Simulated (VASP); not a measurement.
Given:

```
CELL_PARAMETERS angstrom
      1.22857    -2.12794     0.00000
      1.22857     2.12794     0.00000
      0.00000     0.00000     6.95763
ATOMIC_POSITIONS crystal
  C  0.00000 0.00000 0.25000
  C  0.00000 0.00000 0.75000
  C  0.33333 0.66667 0.25000
  C  0.66667 0.33333 0.75000
```

Computed with r2SCAN meta-GGA, VASP's PBE PAW potentials (set 64) (plane waves; VASP). Settings: 520 eV cut-off, 11×11×4 Γ-centred mesh, tetrahedra with Blöchl corrections, potentials C.

Question: Give the energies of bands 3 to 10 at the high-symmetry points, in eV from the Fermi level.

Answer: 
| band | Γ | M | K | A | L | H |
|---|---|---|---|---|---|---|
| 3 | -8.89 | -14.09 | -13.49 | -8.12 | -14.06 | -13.49 |
| 4 | -7.21 | -14.03 | -13.42 | -8.12 | -14.06 | -13.49 |
| 5 | -3.20 | -6.83 | -11.14 | -3.20 | -6.81 | -11.14 |
| 6 | -3.20 | -6.79 | -11.14 | -3.20 | -6.81 | -11.14 |
| 7 | -3.19 | -2.86 | -0.53 | -3.20 | -2.52 | 0.01 |
| 8 | -3.19 | -2.27 | -0.01 | -3.20 | -2.52 | 0.01 |
| 9 | 4.13 | 1.61 | -0.01 | 6.62 | 1.78 | 0.01 |
| 10 | 8.72 | 2.24 | 0.62 | 6.62 | 1.78 | 0.01 |

It has no gap at this level: it comes out as a metal or semimetal.

The compound is C in the graphite structure. It was relaxed first.
